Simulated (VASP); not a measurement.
These are revPBE GGA, VASP's PBE PAW potentials (set 64) (plane waves; VASP) values and carry that method's errors.

VASP ran on this input.

### POSCAR
```
NaI
1
    0.0000000000     3.3744582893     3.3744582893
    3.3744582893     0.0000000000     3.3744582893
    3.3744582893     3.3744582893     0.0000000000
Na I
1 1
Direct
  0.0000000000   0.0000000000   0.0000000000
  0.5000000000   0.5000000000   0.5000000000
```

INCAR:
```
# general
SYSTEM =NaI
PREC   =Accurate
ENCUT  =520
LREAL  =.FALSE.
LASPH  =.TRUE.

# electronic loop
EDIFF  =1E-7
NELM   =100
ALGO   =Normal
LMAXMIX=4

# smearing
ISMEAR =0
SIGMA  =0.05

# functional
GGA    =RE

# ions
ISIF   =2

# output
LWAVE  =.FALSE.
LCHARG =.FALSE.
```

KPOINTS:
```
Automatic mesh
0
Gamma
7 7 7
0 0 0
```

POTCAR, in this order: Na_pv I (PBE.64 set). Program: vasp_std.

The resulting files:

OUTCAR:
```
 ion  position               nearest neighbor table
   1  0.000  0.000  0.000-
   2  0.500  0.500  0.500-
  LATTYP: Found a face centered cubic cell.
 ALAT       =     6.7489165786
 Subroutine PRICEL returns:
 Original cell was already a primitive cell.
 Subroutine GETGRP returns: Found 48 space group operations
The static configuration has the point symmetry O_h .
The dynamic configuration has the point symmetry O_h .
 Subroutine INISYM returns: Found 48 space group operations
 Subroutine IBZKPT returns following result:
 Found     20 irreducible k-points:

 Following reciprocal coordinates:
            Coordinates               Weight
  0.000000  0.000000  0.000000      1.000000
  0.142857  0.000000  0.000000      8.000000
  0.285714  0.000000  0.000000      8.000000
  0.428571  0.000000  0.000000      8.000000
  0.142857  0.142857  0.000000      6.000000
  0.285714  0.142857  0.000000     24.000000
  0.428571  0.142857  0.000000     24.000000
 -0.428571  0.142857  0.000000     24.000000
 -0.285714  0.142857  0.000000     24.000000
...
```

File OSZICAR:
```
       N       E                     dE             d eps       ncg     rms          rms(c)
DAV:   1     0.746023823564E+02    0.74602E+02   -0.66820E+03   448   0.110E+03
DAV:   2     0.165852720936E+01   -0.72944E+02   -0.68160E+02   485   0.225E+02
DAV:   3    -0.495279161863E+01   -0.66113E+01   -0.65819E+01   533   0.685E+01
DAV:   4    -0.513696419616E+01   -0.18417E+00   -0.18406E+00   513   0.123E+01
DAV:   5    -0.514247034490E+01   -0.55061E-02   -0.55058E-02   531   0.224E+00    0.177E+00
DAV:   6    -0.506355725760E+01    0.78913E-01   -0.11951E-01   494   0.198E+00    0.124E+00
DAV:   7    -0.505750604761E+01    0.60512E-02   -0.11125E-01   509   0.192E+00    0.690E-01
DAV:   8    -0.506367461610E+01   -0.61686E-02   -0.14257E-02   452   0.100E+00    0.198E-01
DAV:   9    -0.506360119704E+01    0.73419E-04   -0.25398E-04   506   0.149E-01    0.740E-02
DAV:  10    -0.506368048377E+01   -0.79287E-04   -0.13672E-04   470   0.111E-01    0.883E-03
DAV:  11    -0.506368849695E+01   -0.80132E-05   -0.12489E-05   497   0.309E-02    0.360E-03
DAV:  12    -0.506369025499E+01   -0.17580E-05   -0.30483E-06   470   0.161E-02    0.112E-03
DAV:  13    -0.506369061314E+01   -0.35815E-06   -0.32767E-07   491   0.446E-03    0.532E-04
DAV:  14    -0.506369057366E+01    0.39483E-07   -0.52783E-08   443   0.132E-03
   1 F= -.50636906E+01 E0= -.50636906E+01  d E =-.188616E-13
```

File OUTCAR:
```
------------------------ aborting loop because EDIFF is reached ----------------------------------------
  FORCE on cell =-STRESS in cart. coord.  units (eV):
  Direction    XX          YY          ZZ          XY          YZ          ZX
  --------------------------------------------------------------------------------------
  Total       -0.1638645     -0.1638645     -0.1638645      0.0000000      0.0000000      0.0000000
  in kB       -3.4162780     -3.4162780     -3.4162780      0.0000000      0.0000000      0.0000000
  external PRESSURE =      -3.4162780 kB  Pullay stress =       0.0000000 kB
  volume of cell :       76.85
      direct lattice vectors                 reciprocal lattice vectors
     0.000000000  3.374458289  3.374458289    -0.148171931  0.148171931  0.148171931
     3.374458289  0.000000000  3.374458289     0.148171931 -0.148171931  0.148171931
     3.374458289  3.374458289  0.000000000     0.148171931  0.148171931 -0.148171931
  FREE ENERGIE OF THE ION-ELECTRON SYSTEM (eV)
  ---------------------------------------------------
  free  energy   TOTEN  =        -5.0636905737 eV

  energy  without entropy=       -5.0636905737  energy(sigma->0) =       -5.06369057
```
(Selected blocks of OUTCAR.)

The compound is NaI in the rock salt structure. This cell is one point of a volume scan, at 1.03 of the reference volume.
